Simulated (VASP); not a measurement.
All values below come from PBE GGA, VASP's PBE PAW potentials (set 64) (plane waves; VASP).

VASP input:

File KPOINTS:
```
Automatic
0
gamma
  16 16 16
```

### POSCAR
```
Ta
1
   -1.6345046611     1.6345046611     1.6345046611
    1.6345046611    -1.6345046611     1.6345046611
    1.6345046611     1.6345046611    -1.6345046611
Ta
1
Direct
  0.0000000000   0.0000000000   0.0000000000
```

INCAR:
```
# general
SYSTEM  = Ta
PREC    = Accurate
ENCUT   = 500
LREAL   = .False.
LASPH   = .True.

# electronic loop
EDIFF   = 1E-6
NELM    = 100
ALGO    = Normal
LMAXMIX = 6

# smearing
ISMEAR  = 1
SIGMA   = 0.1

# functional
GGA     = PE

# ions
IBRION  = 2
NSW     = 40
ISIF    = 3
EDIFFG  = -0.02
PSTRESS = 200

# output
LWAVE   = .False.
LCHARG  = .False.
```

POTCAR, in this order: Ta_pv (PBE.64 set). Program: vasp_std.

Task: What will the output report for the number of irreducible k-points (NKPTS), largest plane-wave count, number of space-group operations, FFT grid (NGX, NGY, NGZ)?

Result: 
```yaml
number of irreducible k-points (NKPTS): 145
largest_plane_wave_count: 466
number_of_space_group_operations: 48
FFT grid (NGX, NGY, NGZ): 24 × 24 × 24
```

The compound is Ta in the bcc structure. This run relaxes it under an external pressure of 20 GPa. Symmetry was kept, so distortions that lower it aren't found.
